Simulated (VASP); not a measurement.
```
NbC
1.0
    0.00000     2.22041     2.22041
    2.22041     0.00000     2.22041
    2.22041     2.22041     0.00000
Nb C
1 1
Direct
  0.00000   0.00000   0.00000
  0.50000   0.50000   0.50000
```

These are AM05 GGA, VASP's PBE PAW potentials (set 64) (plane waves; VASP) values and carry that method's errors. Settings: 520 eV cut-off, Gaussian smearing of 0.050 eV, potentials Nb_sv C.

**Question.** Give the energies of bands 6 to 11 at the high-symmetry points, in eV from the Fermi level.

**Answer.** 
```csv
band,Γ,X,U,L,W
6,-1.39,-4.37,-5.30,-7.76,-4.75
7,-1.39,-3.90,-4.30,-5.26,-4.49
8,-1.39,-1.33,-3.58,-5.26,-4.49
9,-0.24,-1.33,-0.35,2.20,1.56
10,-0.24,2.04,2.55,2.20,1.56
11,-0.24,3.34,3.52,3.67,3.35
```

It has no gap at this level: it comes out as a metal or semimetal.

The compound is NbC in the rock salt structure. It was relaxed first. The electron count is odd and the run is not spin-polarised, which forces a metal.
